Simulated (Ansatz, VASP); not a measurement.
# Cross-check of Cu (Copper) between VASP and Ansatz

Wanted: the spread between two codes on one cell, functional and k mesh. The cell is taken from a series of VASP runs on this material, whose earlier steps may have relaxed, scaled or displaced it; both programs get it as it stands.

Main program and level: Ansatz 0.2.0; plane waves, with VASP 6.6.1 beside it; relaxation of cell and atoms at LDA.

## 1. Starting point

Symmetry: Fm-3m, No. 225, cubic system. The conventional cell has a = 3.523 Å, b = 3.523 Å, c = 3.523 Å, α = 90.00°, β = 90.00°, γ = 90.00°. Nearest to Cu lie 12 Cu at 2.49 Å.

## 2. VASP: relaxation of cell and atoms, LDA

The relaxed volume is the usual yardstick between codes: its relative difference is about their pressure difference at one cell divided by the bulk modulus.

Lines of VASP's logs that name or quote its potential files are left out, and so is its time.

The input, INCAR:

```
SYSTEM = Cu
PREC = Accurate
ENCUT = 450
EDIFF = 1E-06
NELM = 100
ISMEAR = 1
SIGMA = 0.1
LREAL = .FALSE.
ALGO = Normal
GGA = CA
NBANDS = 11
LORBIT = 11
LWAVE = .FALSE.
LCHARG = .FALSE.
KPAR = 2
IBRION = 2
NSW = 50
ISIF = 3
EDIFFG = -0.01
```

The input, POSCAR:

```
Cu
1.0
    0.0000000000      1.7612717549      1.7612717549
    1.7612717549      0.0000000000      1.7612717549
    1.7612717549      1.7612717549      0.0000000000
Cu
1
Direct
    0.0000000000      0.0000000000      0.0000000000
```

The input, KPOINTS:

```
Automatic mesh
0
Gamma
14 14 14
0 0 0
```

PAW data sets: Cu (LDA family, release 64).

Command:

```
$ mpirun -np 2 vasp_std
```

Numbers of over 12 decimals in the logs are rounded to 6 here.

Output:

```text
[banner, memory and clock lines left out]
running    2 mpi-ranks, on    1 nodes
 distrk:  each k-point on    1 cores,    2 groups
 distr:  one band on    1 cores,    1 groups

 POSCAR found type information on POSCAR Cu
 POSCAR found :  1 types and       1 ions
 LDA part: xc-table for (Slater(with rela. corr.)+CA(PZ))
 , standard interpolation
 POSCAR, INCAR and KPOINTS ok, starting setup
 FFT: planning ... GRIDC
 FFT: planning ... GRID_SOFT
 FFT: planning ... GRID
 WAVECAR not read
 entering main loop
       N       E                     dE             d eps       ncg     rms          rms(c)
DAV:   1     0.352458863297E+02    0.35246E+02   -0.50246E+03  2568   0.156E+03
DAV:   2    -0.473222939766E+01   -0.39978E+02   -0.36884E+02  2333   0.190E+02
DAV:   3    -0.571133659733E+01   -0.97911E+00   -0.95004E+00  2619   0.362E+01
DAV:   4    -0.571778893937E+01   -0.64523E-02   -0.64512E-02  2593   0.259E+00
DAV:   5    -0.571785197537E+01   -0.63036E-04   -0.63035E-04  2618   0.258E-01    0.803E+00
DAV:   6    -0.507993987830E+01    0.63791E+00   -0.15576E+01  2642   0.822E+01    0.371E+00
DAV:   7    -0.472452468990E+01    0.35542E+00   -0.23044E+00  2633   0.316E+01    0.607E-01
DAV:   8    -0.470912415135E+01    0.15401E-01   -0.58357E-03  2603   0.120E+00    0.309E-01
DAV:   9    -0.470729455859E+01    0.18296E-02   -0.89820E-03  2693   0.176E+00    0.144E-02
DAV:  10    -0.470730590508E+01   -0.11346E-04   -0.26242E-05  2666   0.754E-02    0.493E-03
DAV:  11    -0.470730800927E+01   -0.21042E-05   -0.65441E-07  1707   0.123E-02    0.347E-04
DAV:  12    -0.470730801473E+01   -0.54595E-08   -0.59342E-08  1300   0.294E-03
   1 F= -.47073080E+01 E0= -.47073080E+01  d E =-.470731E+01
 curvature:   0.00 expect dE= 0.000E+00 dE for cont linesearch  0.000E+00
 trial: gam= 0.00000 g(F)=  0.117E-63 g(S)=  0.740E-04 ort = 0.000E+00 (trialstep = 0.100E+01)
 search vector abs. value=  0.740E-04
 bond charge predicted
       N       E                     dE             d eps       ncg     rms          rms(c)
DAV:   1    -0.470979455836E+01   -0.24865E-02   -0.43147E-02  2672   0.481E+00    0.407E-01
DAV:   2    -0.470806757041E+01    0.17270E-02   -0.31821E-02  2606   0.363E+00    0.148E-01
DAV:   3    -0.470738834529E+01    0.67923E-03   -0.45859E-03  2618   0.142E+00    0.574E-02
DAV:   4    -0.470731719668E+01    0.71149E-04   -0.79612E-05  2761   0.960E-02    0.170E-03
DAV:   5    -0.470731724709E+01   -0.50414E-07   -0.45438E-07  1671   0.824E-03
   2 F= -.47073172E+01 E0= -.47073157E+01  d E =-.923236E-05
 trial-energy change:   -0.000009  1 .order   -0.000009   -0.000074    0.000055
 step:   0.5730(harm=  0.5730)  dis= 0.00000  next Energy=    -4.707329 (dE=-0.212E-04)
 bond charge predicted
       N       E                     dE             d eps       ncg     rms          rms(c)
DAV:   1    -0.470777949218E+01   -0.46230E-03   -0.78027E-03  2669   0.206E+00    0.173E-01
DAV:   2    -0.470746358713E+01    0.31591E-03   -0.56903E-03  2603   0.154E+00    0.620E-02
DAV:   3    -0.470734331816E+01    0.12027E-03   -0.81812E-04  2612   0.601E-01    0.247E-02
DAV:   4    -0.470733037520E+01    0.12943E-04   -0.15871E-05  2774   0.444E-02    0.104E-03
DAV:   5    -0.470733038740E+01   -0.12199E-07   -0.87858E-08  1343   0.336E-03
   3 F= -.47073304E+01 E0= -.47073294E+01  d E =-.223727E-04
 curvature:  -0.29 expect dE=-0.341E-06 dE for cont linesearch -0.341E-06
 trial: gam= 0.00000 g(F)=  0.856E-62 g(S)=  0.119E-05 ort =-0.939E-05 (trialstep = 0.915E+00)
 search vector abs. value=  0.119E-05
 reached required accuracy - stopping structural energy minimisation
```

OUTCAR, selected parts (step 2):

```text
ion  position               nearest neighbor table
   1  0.000  0.000  0.000-

  LATTYP: Found a face centered cubic cell.
 ALAT       =     3.5225435098

 Subroutine GETGRP returns: Found 48 space group operations
 (whereof 48 operations were pure point group operations)

The static configuration has the point symmetry O_h .

 Found    104 irreducible k-points:

   k-points           NKPTS =    104   k-points in BZ     NKDIM =    104   number of bands    NBANDS=     11

   dimension x,y,z NGX =    18 NGY =   18 NGZ =   18
   dimension x,y,z NGXF=    36 NGYF=   36 NGZF=   36

   ENCUT  =  450.0 eV  33.07 Ry    5.75 a.u.   4.31  4.31  4.31*2*pi/ulx,y,z

   NELECT =      11.0000    total number of electrons

 k-points in reciprocal lattice and weights: Automatic mesh
   0.00000000  0.00000000  0.00000000       0.000
   0.07142857  0.00000000  0.00000000       0.003
   0.14285714  0.00000000  0.00000000       0.003
   0.21428571  0.00000000  0.00000000       0.003
   0.28571429  0.00000000  0.00000000       0.003
   0.35714286  0.00000000  0.00000000       0.003
   0.42857143  0.00000000  0.00000000       0.003
   0.50000000  0.00000000  0.00000000       0.001
   0.07142857  0.07142857  0.00000000       0.002
[...]
-0.28571429  0.42857143  0.21428571       0.009
  -0.28571429  0.50000000  0.21428571       0.004

 average (electrostatic) potential at core
       1 -63.7395

 E-fermi :   8.3612

 k-point     1 :       0.0000    0.0000    0.0000
  band No.  band energies     occupation
    ...
      2       5.0552      2.00000
      3       5.0552      2.00000
      4       5.0552      2.00000
      5       6.0034      2.00000
      6       6.0034      2.00000
      7      31.6872      0.00000
      8      34.7935      0.00000
      9      34.7935      0.00000
     10      34.7935      0.00000
     11      37.4103      0.00000

 k-point     2 :       0.0714    0.0000    0.0000
  band No.  band energies     occupation
    ...
      2       5.0109      2.00000
      3       5.0946      2.00000
      4       5.0946      2.00000
      5       5.9879      2.00000
      6       5.9879      2.00000
      7      30.6145      0.00000
      8      32.9619      0.00000
      9      34.2454      0.00000
     10      34.2454      0.00000
     11      38.2154      0.00000

 k-point     3 :       0.1429    0.0000    0.0000
  band No.  band energies     occupation
    ...
      2       4.8986      2.00000
      3       5.1851      2.00000
      4       5.1851      2.00000
      5       5.9677      2.00000
      6       5.9677      2.00000
      7      27.1157      0.00000
      8      32.3872      0.00000
      9      33.3756      0.00000
     10      33.3756      0.00000
     11      39.2637      0.00000

  Total        0.0028679      0.0028679      0.0028679     -0.0000000     -0.0000000      0.0000000
  in kB        0.4212869      0.4212869      0.4212869     -0.0000000     -0.0000000      0.0000000
  external PRESSURE =       0.4212869 kB  Pullay stress =       0.0000000 kB

  energy-cutoff  :      450.00
  volume of cell :       10.91
      direct lattice vectors                 reciprocal lattice vectors
     0.000000000  1.760170627  1.760170627    -0.284063370  0.284063370  0.284063370
     1.760170627  0.000000000  1.760170627     0.284063370 -0.284063370  0.284063370
     1.760170627  1.760170627  0.000000000     0.284063370  0.284063370 -0.284063370

 POSITION                                       TOTAL-FORCE (eV/Angst)
 -----------------------------------------------------------------------------------
      0.00000      0.00000      0.00000         0.000000     -0.000000      0.000000
 -----------------------------------------------------------------------------------
    total drift:                                0.000000      0.000000     -0.000000

  FREE ENERGIE OF THE ION-ELECTRON SYSTEM (eV)
  ---------------------------------------------------
  free  energy   TOTEN  =        -4.7073303874 eV

  energy  without entropy=       -4.7073274498  energy(sigma->0) =       -4.70732941

 reached required accuracy - stopping structural energy minimisation

 total charge
# of ion       s       p       d       tot
------------------------------------------
    1        0.480   0.442   9.189  10.110

[... 3 further parts left out ...]
```

This run has no spin polarisation. Its electron count is odd, so without a moment it is a metal by construction. The run keeps the 48 symmetry operations of its start, so it cannot find a distortion of lower symmetry.

## 3. Ansatz: relaxation of cell and atoms, LDA

Ansatz runs on its default PAW (the set named soft_2) files.

The same cell, functional (in two slightly different forms), mesh and smearing now go to Ansatz, which takes its cutoff from its data sets.

The input, input.yaml:

```yaml
crystal:
  lattice:
    - [0.0, 1.7612717549, 1.7612717549]
    - [1.7612717549, 0.0, 1.7612717549]
    - [1.7612717549, 1.7612717549, 0.0]
  atoms:
    - { symbol: Cu, position: [0.0, 0.0, 0.0] }
hamiltonian:
  xc: lda
  pseudopotentials: { kind: paw }
kpoints:
  mp_grid: { grid: [14, 14, 14] }
scf:
  occupations: { method: methfessel_paxton, width: 0.1 }
relax:
  f_tol: 0.01
  max_steps: 60
  cell: { stress_tol: 0.05 }
output:
  forces: true
  stress: true
  write_density: true
  write_potential: true
  elf: true
  volumetric_format: npy
```

Command:

```
$ ansatz run input.yaml --threads 4 --pin off --max-ram 9216MiB --backend cpu --events-out ev --progress --plain --runs-dir out
```

Output:

```text
Engine: ansatz 0.2.0, aarch64-unknown-linux-gnu
Pseudopotentials: kind: paw
Pseudopotential: Cu, paw, valence charge 19, recommended cutoff 420 eV (normal), Cu.paw.azcp
Functional definition: SPW92
  exchange = slater_x
  correlation = pw_c
Crystal: 1 atoms, lattice volume = 10.927 Å³
Basis set: ecut = 420 eV, 181 PW (Γ)
Bands: 14, of which v1, the nominal top of the filled ones, is band 10 counted from 1 (9 counted from 0)
Symmetry: 48 space group operations
Space group: Fm-3m (ITA 225), of the structure as read, at distance tolerance 2.2e-5 Å
k-points: 104 of 2744
Non-local potential: Cu, projectors of the file, l = 0: 3, l = 1: 2, l = 2: 3, l = 3: 1
PAW form: soft (Blöchl's): semilocal exchange-correlation on the pseudo side does not see the compensation charge
PAW frozen core: Cu, regenerated for the run's functional, and the local potential with it (the file was generated under x = pbe(κ = 0.804, μ = 0.219515), c = pbe(β = 0.066725))
PAW one-centre angular grid: Cu, 590 points (default); XC on 64 Gauss nodes
Initial density: superposition of atomic densities (neutral atoms: chi_scale 0, normalization atom), corrected by the library's trained network
Initial wavefunctions: pseudopotential atomic-orbital guess
Functional: x = slater, c = lda
SCF iter   1: F=—  HF=-6555.726946 eV  |F-HF|=—  |Δ(HF+E_count)|=         —  Δρ=2.22e-2  dr2=2.32e-2  ethr=1.77e-3  ⟨swp⟩=5.1  Hψ=7344  notcnv=0
preconditioner: auto → none  [insulator: Δε(μ)=0.092 eV  Ē_g=17.887 eV  σ=0.100 eV  W_gap=0.68  n_scr=0 (ndim 8)  ℏωp=37.3 eV  f_vac=0.000  D(μ)=0.38/eV (n_scr^D=0)  ε∞_Penn≈5.3]
SCF iter   2: F=—  HF=-6555.720593 eV  |F-HF|=—  |Δ(HF+E_count)|=   6.35e-3  S|Δr|=    0.00e0  Δρ=2.00e-3  dr2=3.44e-4  ethr=1.22e-4  ⟨swp⟩=2.7  Hψ=3169  notcnv=0  defer=36
SCF iter   3: F=—  HF=-6555.720523 eV  |F-HF|=—  |Δ(HF+E_count)|=   6.99e-5  S|Δr|=    0.00e0  Δρ=1.40e-3  dr2=5.73e-5  ethr=1.81e-6  ⟨swp⟩=2.1  Hψ=2022  notcnv=0  defer=36
SCF iter   4: F=—  HF=-6555.720549 eV  |F-HF|=—  |Δ(HF+E_count)|=   2.61e-5  S|Δr|=    0.00e0  Δρ=4.50e-5  dr2=1.79e-7  ethr=3.01e-7  ⟨swp⟩=1.1  Hψ=1487  notcnv=0  defer=36
SCF iter   5: F=-6555.720549 eV  HF=-6555.720549 eV  |F-HF|=2.79e-10  |Δ(HF+E_count)|=   1.96e-8  S|Δr|=    0.00e0  Δρ=4.15e-6  dr2=6.93e-10  ethr=5.26e-10  ⟨swp⟩=7.3  Hψ=7398  notcnv=0
SCF 1 converged in 5 iterations: F = -6555.720549 eV  dr2 = 6.93e-10
  greatest PAW one-centre occupation: 1.000 electrons in one spin orbital (limit 2), on the Cu atom at site 0 (counted from 0), in its partial waves of l = 0
relax step   1: F+E_penalty+E_count = -6555.72054924 eV  Δ(F+E_penalty+E_count) = +0.000e0 eV  max|allowed force component| = 0.000e0 eV/Å  Δτ_max = 0.0000 Å  P = -0.526 GPa  Ω = 10.927 Å³  (5 SCF iters, dr2 threshold 1.00e-7 eV, accepted)
[...]
relax step   2: F+E_penalty+E_count = -6555.72059616 eV  Δ(F+E_penalty+E_count) = -4.692e-5 eV  max|allowed force component| = 0.000e0 eV/Å  Δτ_max = 0.0000 Å  P = -0.280 GPa  Ω = 10.913 Å³  energy of the carried Pulay correction = +1.062e-5 eV  (3 SCF iters, dr2 threshold 1.00e-7 eV, accepted)
[...]
relax step   3: F+E_penalty+E_count = -6555.72062219 eV  Δ(F+E_penalty+E_count) = -2.603e-5 eV  max|allowed force component| = 0.000e0 eV/Å  Δτ_max = 0.0000 Å  P = +0.003 GPa  Ω = 10.896 Å³  energy of the carried Pulay correction = +2.265e-5 eV  (3 SCF iters, dr2 threshold 1.00e-7 eV, accepted)
[...]
relax step   4: F+E_penalty+E_count = -6555.72060052 eV  Δ(F+E_penalty+E_count) = +2.167e-5 eV  max|allowed force component| = 0.000e0 eV/Å  Δτ_max = 0.0000 Å  P = +0.005 GPa  Ω = 10.896 Å³  stress off target by 4.80e-3 GPa  SCF on the basis re-selected at this cell (its energy is not comparable with the rows above)  (5 SCF iters)
basis re-selected at this cell: Δ(F+E_penalty+E_count) = +2.167e-5 eV, ΔP = +0.002 GPa vs the last step (what re-selecting the basis moved, of the pressure what is left beyond the Pulay correction that the steps carried, after the strain that the cell walked since its last selection, with what the two solves' SCF thresholds leave and, on support functions, any second-order correction that the steps lacked; it is no measure of the basis error at this ecutwfc). This SCF's stress stands 4.80e-3 GPa from its target on what of the cell is left free (relax.cell.stress_tol is 5.00e-2 GPa) and its largest allowed force component is 0.00e0 eV/Å (relax.f_tol is 1.00e-2 eV/Å): [rest of the remark cut]
SCF converged after 5 iterations
Stability not checked: this state was not tested for a lower state beside it, because cold or Methfessel-Paxton smearing, or corrected tetrahedra, fill the levels in a way that the test cannot read (fill_not_monotonic; see scf.lower_state_search)
Free energy (F): -6555.720601 eV
Harris-Foulkes:  -6555.720601 eV  (|F-HF|=1.82e-12)
Internal energy: -6555.720560 eV  (E = F + TS)
E sigma→0 (E₀):  -6555.720590 eV
Entropy (-TS):   -0.000041 eV (-0.041 meV/atom)
Fermi energy:    18.129252 eV
--- Per-component energies (eV) ---
  E_band       = -333.970072
  E_kinetic    = 301.597822
  E_local      = -3903.511811  (includes V_loc(G=0)·N_el)
  E_nonlocal   = 393.431899
  E_hartree    = 1720.755665
  E_xc         = -89.906370
  E_vxc        = -116.615512  (∫ρ·V_xc dr)
  E_paw        = -1592.373185  (= ΣΔE_a)
  E_vpaw       = -450.384075  (= ΣTr[D̂ρ^β])
  E_aug_tail   = 0.000272  (compensation charges beyond the density's cutoff)
  E_ewald      = -3386.164513
  E_core_change = 0.449660  (= ΣΔE_core)
  E_smearing   = -0.000041  (= −TS)
  E_closure    = -0.000000  (closes the sum)
  Σ components = -6555.720601   (vs F -6555.720601, Δ=0.00e0)
--- Forces (eV/Å), atoms counted from 1 ---
  atom   1  Cu    -0.00000000     0.00000000     0.00000000
  max |Σ_I F_I| component: 4.93e-32 eV/Å
--- Stress (GPa, compression-positive) ---
        0.004802       0.000000       0.000000
        0.000000       0.004802       0.000000
        0.000000       0.000000       0.004802
  P = ⅓ Tr σ = 0.0048 GPa (0.048 kbar)
--- Band table (eV; the first three rows and the last of 104) ---
  k-point 0: bands = [... 6 lower, 14.8352, 14.8352, 15.7977, 15.7977, 41.4922, 44.4229, 44.4229, 44.4229]
  k-point 1: bands = [... 6 lower, 14.8752, 14.8752, 15.7819, 15.7819, 40.3655, 42.6599, 43.8739, 43.8739]
  k-point 2: bands = [... 6 lower, 14.9669, 14.9669, 15.7612, 15.7612, 36.8285, 42.1452, 42.9995, 42.9995]
  k-point 103: bands = [... 6 lower, 14.5627, 15.7924, 16.6124, 23.5856, 25.7040, 26.6931, 27.8408, 45.3971]
--- Relaxed structure (3 steps of the walk, 3 accepted, 1 SCFs on fresh bases) ---
  F+E_penalty+E_count = -6555.72060052 eV   max|allowed force component| = 0.000e0 eV/Å   (the final SCF, on the basis selected at the relaxed cell)
  cell:  # Å, volume = 10.8964 Å³
    - [0, 1.759613, 1.759613]
    - [1.759613, 0, 1.759613]
    - [1.759613, 1.759613, 0]
  atoms:
    - { symbol: Cu, position: [0.0, 0.0, 0.0] }
```

The job ended after 1.2 s (4 threads of Arm Neoverse V2, shared host; peak memory 0.29 GiB; 3.6 s of CPU time).

## 4. Comparison

Known differences besides the potentials themselves: the two LDA forms differ slightly; both relaxations stop at a tolerance, which leaves soft axes loose, and VASP keeps its plane-wave basis; the data sets hold 19 valence electrons in Ansatz (default PAW (the set named soft_2) files) and 11 in VASP; the cutoff is 420 eV in Ansatz and 450 eV in VASP; VASP's log shows a relativistic correction to its local exchange, Ansatz's none; Ansatz adds a Pulay correction to the stress that steers its cell, VASP none. Total energies have different zeros and are not compared.

Both answers:

| quantity | Ansatz | VASP | difference |
| --- | --- | --- | --- |
| volume (Å³) | 10.90 | 10.91 | -0.09 % |
| edge a after relaxation, in the typed setting (Å) | 2.489 | 2.489 | -0.03 % |

The walks stopped with 0.00 GPa left in Ansatz and 0.04 GPa in VASP; each walk ends within a tolerance, so the volume difference is uncertain by about these residues over the bulk modulus, most in soft cells.

## 5. Outcome

```yaml
difference_in_volume_relaxation_of_cell_and_atoms_lda: -0.095 %
```

**Reading.** The difference in volume is -0.095 % (relaxation of cell and atoms, LDA), within the 1.2 % picked in this series as the mark of a large difference, as far as the stopping tolerances let one tell. How closely two codes agree says nothing of how well the functional describes the real material.

[Lines on the potential files, build, host, timing and source positions are cut from VASP's logs without a mark.]

[Logs are printed without paths, hosts, clocks, repeated set-up lines and the standing remarks that a program may print on its own settings, such as how far it seeks lower states.]

[Hosts, paths, dates, database ids (printed as entryN), source tags and the programs' standing remarks are cut or masked in the printed files.]
